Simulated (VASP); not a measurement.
# CsW (R-3m) in VASP: reference runs

How does CsW come out in PBE? The cell is run as given and disturbed.

Everything below comes from runs of VASP 6.6.1. Logs are shortened: lines on timing, memory, paths and dates and some standing lists are left out, and cuts for length are marked.

## (1) Starting point

The structure is trigonal, space group R-3m (No. 166). The conventional cell has a = 3.101 Å, b = 3.101 Å, c = 19.519 Å, α = 90.00°, β = 90.00°, γ = 120.00°. Cs (site symmetry -3m) has 6 Cs at 3.10 Å as nearest neighbours. W (site symmetry -3m) is surrounded by 6 W at 3.10 Å.

The cell was built by a generator and needn't be a form met in nature.

## (2) Single point, PBE

The input, INCAR:

```
SYSTEM = CsW
ALGO     = Normal         ! electronic algorithm
EDIFF    = 1E-7           ! SCF threshold, eV
ENCUT    = 520            ! plane-wave cutoff, eV
GGA      = PE             ! functional
ISIF     = 2              ! what is computed and relaxed
ISMEAR   = -1             ! smearing method
LASPH    = .TRUE.         ! aspherical terms in the spheres
LCHARG   = .FALSE.        ! write CHGCAR
LREAL    = .FALSE.        ! projectors in reciprocal space
LWAVE    = .FALSE.        ! write WAVECAR
NBANDS   = 18             ! bands
NELM     = 60             ! most SCF steps
PREC     = Accurate       ! precision mode
SIGMA    = 0.05           ! smearing width, eV
```

The input, KPOINTS:

```
k-points
0
G
  10 10 10
  0 0 0
```

The input, POSCAR:

```
CsW
1.0
    1.5506200000      0.8952500000      6.5064900000
   -1.5506200000      0.8952500000      6.5064900000
    0.0000000000     -1.7905000000      6.5064900000
Cs W
1 1
Direct
    0.0000000000      0.0000000000      0.0000000000
    0.5000000000      0.5000000000      0.5000000000
```

Potentials or basis: VASP PAW PBE potentials, release 64 (Cs_sv, W_sv).

The run is started by

```
$ cat potpaw_PBE.64/Cs_sv/POTCAR potpaw_PBE.64/W_sv/POTCAR > POTCAR
$ mpirun -np 1 vasp_std > vasp.out
```

OUTCAR:

```text
SYSTEM = CsW
   EDIFF = 1E-7
   ENCUT = 520
   GGA = PE
   ISIF = 2
   ISMEAR = -1
   LASPH = .TRUE.
   LREAL = .FALSE.
   NELM = 60
   PREC = Accurate

 ion  position               nearest neighbor table
   1  0.000  0.000  0.000-
   2  0.500  0.500  0.500-

  LATTYP: Found a trigonal (rhomboedric) cell.
 ALAT       =     6.7483558788
 COS(alpha) =     0.8944046477

  Lattice vectors:

 A1 = (   1.5506200000,   0.8952500000,   6.5064900000)
 A2 = (  -1.5506200000,   0.8952500000,   6.5064900000)
 A3 = (   0.0000000000,  -1.7905000000,   6.5064900000)

Analysis of symmetry for initial positions (statically):
=====================================================================
 Subroutine PRICEL returns:
 Original cell was already a primitive cell.

 Routine SETGRP: Setting up the symmetry group for a
 trigonal (rhombohedral) supercell.

 Subroutine GETGRP returns: Found 12 space group operations
 (whereof 12 operations were pure point group operations)
 out of a pool of 12 trial point group operations.

The static configuration has the point symmetry D_3d.

Analysis of symmetry for dynamics (positions and initial velocities):
=====================================================================
 Subroutine PRICEL returns:
 Original cell was already a primitive cell.

 Routine SETGRP: Setting up the symmetry group for a
 trigonal (rhombohedral) supercell.

 Subroutine GETGRP returns: Found 12 space group operations
 (whereof 12 operations were pure point group operations)
 out of a pool of 12 trial point group operations.

The dynamic configuration has the point symmetry D_3d.

 Subroutine INISYM returns: Found 12 space group operations
 (whereof 12 operations are pure point group operations),
 and found     1 'primitive' translations

----------------------------------------------------------------------------------------

                                     Primitive cell

  volume of cell :      54.1936

  direct lattice vectors                    reciprocal lattice vectors
     1.550620000  0.895250000  6.506490000     0.322451664  0.186167737  0.051230899
    -1.550620000  0.895250000  6.506490000    -0.322451664  0.186167737  0.051230899
     0.000000000 -1.790500000  6.506490000     0.000000000 -0.372335474  0.051230899

  length of vectors
     6.748355879  6.748355879  6.748355531     0.375843195  0.375843195  0.375843465

  position of ions in fractional coordinates (direct lattice)
     0.000000000  0.000000000  0.000000000
     0.500000000  0.500000000  0.500000000

  ion indices of the primitive-cell ions
[... 75 lines left out ...]
   EDIFF  = 0.1E-06   stopping-criterion for ELM
   LREAL  =      F    real-space projection
   EDIFFG = 0.1E-05   stopping-criterion for IOM
   NSW    =      0    number of steps for IOM
   IBRION =     -1    ionic relax: 0-MD 1-quasi-New 2-CG
   NFREE  =      0    steps in history (QN), initial steepest desc. (CG)
   ISIF   =      2    stress and relaxation
   ISYM   =      2    0-nonsym 1-usesym 2-fastsym
   POTIM  = 0.5000    time-step for ionic-motion
   TEBEG  =    0.0;   TEEND  =   0.0 temperature during run
   PSTRESS=    0.0 pullay stress
   NELECT =      23.0000    total number of electrons
   NUPDOWN=      -1.0000    fix difference up-down
   EMIN   =  10.00;   EMAX   =-10.00  energy-range for DOS
   EFERMI =   0.00;   METHOD = LEGACY
   ISMEAR =    -1;   SIGMA  =   0.05  broadening in eV -4-tet -1-fermi 0-gaus
   EFERMI_NEDOS =   21; number of points for ismear=-14 and -15
   IALGO  =     38    algorithm
   IMIX   =      4    mixing-type and parameters
     AMIX     =   0.40;   BMIX     =  1.00
     AMIX_MAG =   1.60;   BMIX_MAG =  1.00
  volume/ion in A,a.u.               =      27.10       182.86
  Fermi-wavevector in a.u.,A,eV,Ry     =   1.230273  2.324879 20.593396  1.513572
  Thomas-Fermi vector in A             =   2.365128
   LORBIT       =      0    0 simple, 1 ext, 2 COOP (PROOUT), +10 PAW based schemes
   GGA     = PE    functional components
   LHFCALC =     F    Hartree Fock is set to
   AEXX    =    0.0000 exact exchange contribution
   IVDW    =     0    specifies the selected vdW correction
   LEPSILON=     F    determine dielectric tensor
   LRPA    =     F    only Hartree local field effects (RPA)
 non-spin polarized calculation
  energy-cutoff  :      520.00
  volume of cell :       54.19
 maximum number of plane-waves:      1477
   NGX = 25   NGY = 25   NGZ = 25

 number of electron      23.0000002 magnetization

 Free energy of the ion-electron system (eV)
  ---------------------------------------------------
  ext. energy  EPLUGINS =         0.00000000
  ---------------------------------------------------
  free energy    TOTEN  =        -9.00889237 eV

  energy without entropy =       -8.98298121  energy(sigma->0) =       -8.99593679

 E-fermi :   5.7494     XC(G=0): -10.7465

 val. band max:        5.7483292283   @ k =  -0.4000   0.1000  -0.0000
 cond. band min:       5.7523184225   @ k =  -0.2000   0.4000   0.1000
 fundamental gap:      0.0039891942
 Fermi energy:         5.7493701223

 k-point     1 :       0.0000    0.0000    0.0000
  band No.  band energies     occupation
      1     -68.2290      2.00000
      2     -32.3982      2.00000
      3     -32.1102      2.00000
      4     -32.1102      2.00000
      5     -18.9034      2.00000
      6      -5.3220      2.00000
[... 481 lines left out ...]
      5     -17.4525      2.00000
      6      -6.6753      2.00000
[... 10 lines left out ...]
     17      11.4924      0.00000
     18      12.7751      0.00000

 [... further k-points ...]

------------------------ aborting loop because EDIFF is reached ----------------------------------------

  FORCE on cell =-STRESS in cart. coord.  units (eV):
  Direction    XX          YY          ZZ          XY          YZ          ZX
  --------------------------------------------------------------------------------------
  -------------------------------------------------------------------------------------
  Total        0.2563212      0.2563207      0.1397541     -0.0000000      0.0000000      0.0000000
  in kB        7.5778745      7.5778597      4.1316867     -0.0000000      0.0000000      0.0000000
  external PRESSURE =       6.4291403 kB  Pullay stress =       0.0000000 kB

 VOLUME and BASIS-vectors are now :
 -----------------------------------------------------------------------------
  energy-cutoff  :      520.00
  volume of cell :       54.19
      direct lattice vectors                 reciprocal lattice vectors
     1.550620000  0.895250000  6.506490000     0.322451664  0.186167737  0.051230899
    -1.550620000  0.895250000  6.506490000    -0.322451664  0.186167737  0.051230899
     0.000000000 -1.790500000  6.506490000     0.000000000 -0.372335474  0.051230899

 POSITION                                       TOTAL-FORCE (eV/Angst)
 -----------------------------------------------------------------------------------
      0.00000      0.00000      0.00000         0.000000      0.000000      0.000000
      0.00000      0.00000      9.75974        -0.000000     -0.000000     -0.000000
 -----------------------------------------------------------------------------------
    total drift:                                0.000000     -0.000000      0.000000

  FREE ENERGIE OF THE ION-ELECTRON SYSTEM (eV)
  ---------------------------------------------------
  free  energy   TOTEN  =        -9.0088923732 eV

  energy  without entropy=       -8.9829812085  energy(sigma->0) =       -8.99593679
```

OSZICAR:

```text
N       E                     dE             d eps       ncg     rms          rms(c)
DAV:   1     0.186902765874E+03    0.18690E+03   -0.13170E+04  4312   0.124E+03
DAV:   2    -0.139775983392E+01   -0.18830E+03   -0.18467E+03  5100   0.330E+02
DAV:   3    -0.987054607687E+01   -0.84728E+01   -0.83552E+01  5142   0.632E+01
DAV:   4    -0.997668665646E+01   -0.10614E+00   -0.10588E+00  4900   0.734E+00
DAV:   5    -0.997759167773E+01   -0.90502E-03   -0.90489E-03  4934   0.760E-01    0.959E+00
DAV:   6    -0.914294926292E+01    0.83464E+00   -0.53309E+00  4708   0.106E+01    0.166E+00
DAV:   7    -0.903882992455E+01    0.10412E+00   -0.28357E-01  4756   0.202E+00    0.103E+00
DAV:   8    -0.901033776917E+01    0.28492E-01   -0.76167E-02  4624   0.142E+00    0.438E-01
DAV:   9    -0.900909032431E+01    0.12474E-02   -0.52962E-03  4696   0.431E-01    0.214E-01
DAV:  10    -0.900896821035E+01    0.12211E-03   -0.34973E-03  5208   0.235E-01    0.382E-02
DAV:  11    -0.900889962460E+01    0.68586E-04   -0.72644E-04  4912   0.916E-02    0.994E-03
DAV:  12    -0.900889310914E+01    0.65155E-05   -0.22935E-05  4844   0.189E-02    0.532E-03
DAV:  13    -0.900889222121E+01    0.88793E-06   -0.42965E-06  4898   0.796E-03    0.193E-03
DAV:  14    -0.900889235245E+01   -0.13123E-06   -0.25213E-07  3534   0.225E-03    0.604E-04
DAV:  15    -0.900889237318E+01   -0.20730E-07   -0.20283E-08  2418   0.682E-04
   1 F= -.90088924E+01 E0= -.89959368E+01  d E =-.259112E-01
```

Run time: 6.6 min. Hardware: 1 thread of Intel Xeon Platinum 8488C (Sapphire Rapids), shared host; peak memory 0.4 GiB.

Results:

* Free energy: -9.0089 eV
* Pressure: 0.6 GPa
* Band gap on the k mesh: none (metal or under the smearing width)

Levels at points of the mesh, in eV from the Fermi level:
| k point | band 9 | band 10 | band 11 | band 12 | band 13 | band 14 |
| --- | --- | --- | --- | --- | --- | --- |
| (0.00, 0.00, 0.00) | -5.70 | -1.35 | 0.20 | 0.20 | 2.13 | 2.13 |
| (0.50, 0.00, 0.00) | -2.85 | -1.23 | -0.31 | 0.29 | 0.31 | 1.46 |
| (0.50, 0.50, 0.00) | -3.10 | -1.98 | -1.08 | 0.65 | 1.34 | 1.71 |
| (0.50, 0.50, 0.50) | -5.01 | -0.67 | -0.16 | 0.21 | 0.21 | 2.17 |

The run has no spin-orbit coupling, so splittings on Cs, W are missing.

## (3) Single point, PBE (atoms moved at random, drawn with an rms of 0.05 Å)

The input, INCAR:

```
SYSTEM = CsW
PREC = Accurate
ENCUT = 520
EDIFF = 1E-7
ISMEAR = -1
SIGMA = 0.05
LREAL = .False.
LASPH = .True.
NELM = 100
ALGO = Normal
ISIF = 2
LWAVE = .False.
LCHARG = .False.
GGA = PE
NBANDS = 18
```

The input, KPOINTS:

```
regular mesh
0
Gamma
  10 10 10
  0 0 0
```

The input, POSCAR:

```
CsW
1.0
    1.5506200000      0.8952500000      6.5064900000
   -1.5506200000      0.8952500000      6.5064900000
    0.0000000000     -1.7905000000      6.5064900000
Cs W
1 1
Direct
    0.0081980000     -0.0146230000      0.0116280000
    0.4821630000      0.4954480000      0.5177370000
```

Potentials or basis: VASP PAW PBE potentials, release 64 (Cs_sv, W_sv).

The run is started by

```
$ cat potpaw_PBE.64/Cs_sv/POTCAR potpaw_PBE.64/W_sv/POTCAR > POTCAR
$ mpirun -np 1 vasp_std > vasp.out
```

OUTCAR:

```text
SYSTEM = CsW
   PREC = Accurate
   ENCUT = 520
   EDIFF = 1E-7
   ISMEAR = -1
   LREAL = .False.
   LASPH = .True.
   NELM = 100
   ISIF = 2
   GGA = PE

 ion  position               nearest neighbor table
   1  0.008  0.985  0.012-
   2  0.482  0.495  0.518-

  LATTYP: Found a trigonal (rhomboedric) cell.
 ALAT       =     6.7483558788
 COS(alpha) =     0.8944046477

  Lattice vectors:

 A1 = (   1.5506200000,   0.8952500000,   6.5064900000)
 A2 = (  -1.5506200000,   0.8952500000,   6.5064900000)
 A3 = (   0.0000000000,  -1.7905000000,   6.5064900000)

Analysis of symmetry for initial positions (statically):
=====================================================================
 Subroutine PRICEL returns:
 Original cell was already a primitive cell.

 Routine SETGRP: Setting up the symmetry group for a
 trigonal (rhombohedral) supercell.

 Subroutine GETGRP returns: Found  1 space group operations
 (whereof  1 operations were pure point group operations)
 out of a pool of 12 trial point group operations.
[... 158 lines left out ...]
  ---------------------------------------------------
  free energy    TOTEN  =        -9.00326921 eV

  energy without entropy =       -8.97721942  energy(sigma->0) =       -8.99024432

 E-fermi :   5.7498     XC(G=0): -10.7451

 val. band max:        5.7495756554   @ k =   0.2000  -0.1000  -0.4000
 cond. band min:       5.7521116988   @ k =  -0.4000   0.1000  -0.0000
 fundamental gap:      0.0025360434
 Fermi energy:         5.7498030914

 k-point     1 :       0.0000    0.0000    0.0000
  band No.  band energies     occupation
      1     -68.2280      2.00000
      2     -32.3979      2.00000
      3     -32.1096      2.00000
      4     -32.1094      2.00000
      5     -18.9030      2.00000
      6      -5.3252      2.00000
[... 481 lines left out ...]
      5     -18.4993      2.00000
      6      -4.9563      2.00000
[... 10 lines left out ...]
     17      10.2692      0.00000
     18      12.9373      0.00000

 [... further k-points ...]

------------------------ aborting loop because EDIFF is reached ----------------------------------------

  FORCE on cell =-STRESS in cart. coord.  units (eV):
  Direction    XX          YY          ZZ          XY          YZ          ZX
  --------------------------------------------------------------------------------------
  -------------------------------------------------------------------------------------
  Total        0.2605611      0.2671591      0.1759791     -0.0061670      0.0004299      0.0027594
  in kB        7.7032237      7.8982848      5.2026406     -0.1823197      0.0127089      0.0815788
  external PRESSURE =       6.9347164 kB  Pullay stress =       0.0000000 kB

 VOLUME and BASIS-vectors are now :
 -----------------------------------------------------------------------------
  energy-cutoff  :      520.00
  volume of cell :       54.19
      direct lattice vectors                 reciprocal lattice vectors
     1.550620000  0.895250000  6.506490000     0.322451664  0.186167737  0.051230899
    -1.550620000  0.895250000  6.506490000    -0.322451664  0.186167737  0.051230899
     0.000000000 -1.790500000  6.506490000     0.000000000 -0.372335474  0.051230899

 POSITION                                       TOTAL-FORCE (eV/Angst)
 -----------------------------------------------------------------------------------
     -1.51523      0.86868      6.54034        -0.012217     -0.005430     -0.162650
     -0.02060     -0.05180      9.72947         0.012217      0.005430      0.162650
 -----------------------------------------------------------------------------------
    total drift:                                0.000008     -0.000005      0.000014

  FREE ENERGIE OF THE ION-ELECTRON SYSTEM (eV)
  ---------------------------------------------------
  free  energy   TOTEN  =        -9.0032692127 eV

  energy  without entropy=       -8.9772194203  energy(sigma->0) =       -8.99024432
```

OSZICAR:

```text
N       E                     dE             d eps       ncg     rms          rms(c)
DAV:   1     0.187941501845E+03    0.18794E+03   -0.13146E+04 18840   0.124E+03
DAV:   2    -0.133436608524E+01   -0.18928E+03   -0.18577E+03 21826   0.331E+02
DAV:   3    -0.986736444111E+01   -0.85330E+01   -0.84078E+01 22448   0.635E+01
DAV:   4    -0.997166294807E+01   -0.10430E+00   -0.10407E+00 21782   0.735E+00
DAV:   5    -0.997256624115E+01   -0.90329E-03   -0.90310E-03 21662   0.759E-01    0.960E+00
DAV:   6    -0.913761389307E+01    0.83495E+00   -0.53361E+00 20794   0.106E+01    0.167E+00
DAV:   7    -0.903320761326E+01    0.10441E+00   -0.28446E-01 20758   0.203E+00    0.103E+00
DAV:   8    -0.900471733683E+01    0.28490E-01   -0.77313E-02 20368   0.142E+00    0.436E-01
DAV:   9    -0.900348784974E+01    0.12295E-02   -0.56646E-03 20732   0.438E-01    0.217E-01
DAV:  10    -0.900333131887E+01    0.15653E-03   -0.35049E-03 22988   0.234E-01    0.406E-02
DAV:  11    -0.900327289029E+01    0.58429E-04   -0.52370E-04 21760   0.823E-02    0.780E-03
DAV:  12    -0.900326987249E+01    0.30178E-05   -0.88059E-06 19762   0.164E-02    0.545E-03
DAV:  13    -0.900326906894E+01    0.80355E-06   -0.15490E-06 21180   0.622E-03    0.153E-03
DAV:  14    -0.900326920722E+01   -0.13828E-06   -0.55070E-08 11282   0.146E-03    0.380E-04
DAV:  15    -0.900326921269E+01   -0.54788E-08   -0.12620E-08 10488   0.601E-04
   1 F= -.90032692E+01 E0= -.89902443E+01  d E =-.260498E-01
```

stdout:

```text
POSCAR found type information on POSCAR CsW
 POSCAR found :  2 types and       2 ions
 scaLAPACK will be used
 LDA part: xc-table for (Slater+PW92), standard interpolation
 POSCAR, INCAR and KPOINTS ok, starting setup
 FFT: planning ... GRIDC
 FFT: planning ... GRID_SOFT
 FFT: planning ... GRID
 WAVECAR not read
 entering main loop
```

It took 25 min on 1 thread of Intel Xeon Platinum 8488C (Sapphire Rapids), shared host; peak memory 0.71 GiB.

What came out:

- Free energy: -9.0033 eV
- Pressure: 0.7 GPa
- Largest force: 0.163 eV/Å
- Band gap on the k mesh: none (metal or under the smearing width)

Forces in eV/Å, atoms in the order of the input:
```
Cs  -0.012 -0.005 -0.163
W    0.012  0.005  0.163
```

Stress tensor (GPa, compression positive):
```
 0.77 -0.02  0.01
-0.02  0.79  0.00
 0.01  0.00  0.52
```

Levels at points of the mesh, in eV from the Fermi level:
| k point | band 7 | band 8 | band 9 | band 10 | band 11 | band 12 | band 13 | band 14 | band 15 | band 16 |
| --- | --- | --- | --- | --- | --- | --- | --- | --- | --- | --- |
| (0.00, 0.00, 0.00) | -6.86 | -6.86 | -5.69 | -1.35 | 0.19 | 0.19 | 2.12 | 2.12 | 2.26 | 3.06 |
| (0.50, 0.00, 0.00) | -9.33 | -8.63 | -2.85 | -1.25 | -0.28 | 0.21 | 0.38 | 1.46 | 1.55 | 3.81 |
| (0.00, 0.50, 0.00) | -9.33 | -8.63 | -2.85 | -1.23 | -0.33 | 0.25 | 0.36 | 1.45 | 1.55 | 3.81 |
| (0.00, 0.00, 0.50) | -9.33 | -8.63 | -2.85 | -1.23 | -0.32 | 0.24 | 0.36 | 1.45 | 1.55 | 3.81 |
| (0.50, 0.50, 0.00) | -9.28 | -8.63 | -3.10 | -1.98 | -1.08 | 0.65 | 1.34 | 1.71 | 3.46 | 3.81 |
| (0.50, 0.00, 0.50) | -9.28 | -8.63 | -3.10 | -1.98 | -1.08 | 0.65 | 1.34 | 1.71 | 3.46 | 3.81 |
| (0.00, 0.50, 0.50) | -9.28 | -8.63 | -3.10 | -1.99 | -1.08 | 0.65 | 1.34 | 1.70 | 3.47 | 3.81 |
| (0.50, 0.50, 0.50) | -6.86 | -6.86 | -5.01 | -0.68 | -0.15 | 0.20 | 0.21 | 2.17 | 2.17 | 3.05 |
